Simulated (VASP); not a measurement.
Write the native input for VASP 6.6.1 that does the following.

| Property | Result |
| --- | --- |
| Task | relaxation of cell and atoms |
| Functional | LDA |
| Potentials or basis | VASP PAW LDA potentials, release 64 (Si, Ni) |
| Cutoff | 600 eV |
| k mesh | 10 × 10 × 10 |
| Occupations | methfessel-paxton, width 0.1 eV |
| Spin | no spin polarisation |
| Further INCAR settings | ALGO = Normal; EDIFF = 1e-07; IBRION = 2; EDIFFG = -0.005; NSW = 90; ISIF = 3 |

The structure of SiNi3 lies in POSCAR:

```
SiNi3                                   
1.0
    3.4290125330     -0.0000000000      0.0000000000
    0.0000000000      3.4290125330     -0.0000000000
    0.0000000000      0.0000000000      3.4290125330
  Si              Ni            
     1     3
Direct
     0.0000000000000000    0.0000000000000000    0.0000000000000000
     0.0000000000000000    0.5000000000000000    0.5000000000000000
     0.5000000000000000    0.0000000000000000    0.5000000000000000
     0.5000000000000000    0.5000000000000000    0.0000000000000000
```

One way to write it, as run:

INCAR

```
  PREC = Accurate
  ENCUT = 600
  EDIFF = 1E-7
  ISMEAR = 1
  SIGMA = 0.1
  LREAL = F
  LASPH = T
  NELM = 80
  ALGO = Normal
  ISIF = 3
  LWAVE = F
  LCHARG = F
  GGA = CA
  IBRION = 2
  NSW = 90
  EDIFFG = -0.005
```

KPOINTS

```
Automatic mesh
0
Gamma
  10 10 10
```

Potentials or basis: VASP PAW LDA potentials, release 64 (Si, Ni).

Run with:

```sh
$ cat potpaw_LDA.64/Si/POTCAR potpaw_LDA.64/Ni/POTCAR > POTCAR
$ mpirun -np 1 vasp_std > vasp.out
```

It gave:

| Quantity | Value |
| --- | --- |
| Relaxed volume | 10.08 Å³/atom |
| Relaxed cell | a = 3.428 Å, b = 3.428 Å, c = 3.428 Å, α = 90.00°, β = 90.00°, γ = 90.00° |
| Space group after relaxing (to 0.05 Å) | Pm-3m (No. 221) |
| Energy gained by relaxing | 0.0 meV/atom |
| Ionic steps | 3 |
| Pressure after relaxing | 0.0 GPa |
| Band gap on the k mesh | none (metal or under the smearing width) |

Run time: 2 min on 1 thread of Intel(R) Xeon(R) Platinum 8259CL CPU @ 2.50GHz (Skylake/Cascade Lake), with other jobs on the host, peak memory 0.18 GiB.
